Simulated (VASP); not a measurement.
VASP runs on CoAl (CsCl type) share one base input (PBE GGA, plane waves, VASP's PBE PAW potentials (set 64)) and change the settings named in each case.

File POSCAR:
```
CoAl
5.83440
  0.5000000000   0.0000000000   0.0000000000
  0.0000000000   0.5000000000   0.0000000000
  0.0000000000   0.0000000000   0.5000000000
Al Co
1 1
Direct
  0.5000000000   0.5000000000   0.5000000000
  0.0000000000   0.0000000000   0.0000000000
```

**INCAR**
```
SYSTEM = CoAl
PREC = Accurate
ENCUT = 400
EDIFF = 1E-6
NELM = 100
ALGO = Normal
LREAL = .FALSE.
LASPH = .TRUE.
ISMEAR = 1
SIGMA = 0.1
GGA = PE
LMAXMIX = 4
LWAVE = .FALSE.
LCHARG = .FALSE.
ISIF = 2
```

File KPOINTS:
```
Automatic mesh
0
Gamma
11 11 11
0 0 0
```

POTCAR, in this order: Al Co (PBE.64 set). Program: vasp_std.

| change | E(σ→0) (eV/atom) | −TS (eV) |
|---|---|---|
| base run | -5.9642 | -0.0002 |
| ISMEAR = 0, NELECT = 11.5, SIGMA = 0.05 | -8.2532 | -0.0010 |
| ISMEAR = 0, NELECT = 11.9, SIGMA = 0.05 | -6.4446 | -0.0007 |
| ISMEAR = 0, NELECT = 11.98, SIGMA = 0.05 | -6.0612 | -0.0017 |
| ISMEAR = 0, NELECT = 12.02, SIGMA = 0.05 | -5.8670 | -0.0024 |
| ISMEAR = 0, NELECT = 12.1, SIGMA = 0.05 | ? | ? |
| ISMEAR = 0, NELECT = 12.5, SIGMA = 0.05 | -3.4660 | -0.0034 |

Question: Complete the blanks.

Answer: 
- ISMEAR = 0, NELECT = 12.1, SIGMA = 0.05, E(σ→0) (eV/atom): -5.4768
- ISMEAR = 0, NELECT = 12.1, SIGMA = 0.05, −TS (eV): -0.0022

Charged cells carry a uniform compensating background.

Left out are runs that ran out of time, are held back, or changed the cell or the kind of run, fixed moments of cells without a moment, rows past the twelfth, gaps on odd meshes, pressures of charged cells and columns that move by less than the noise.

The compound is CoAl in the CsCl type structure. The cell was not relaxed at this level. The run is not spin-polarised, so no magnetic state was tried.
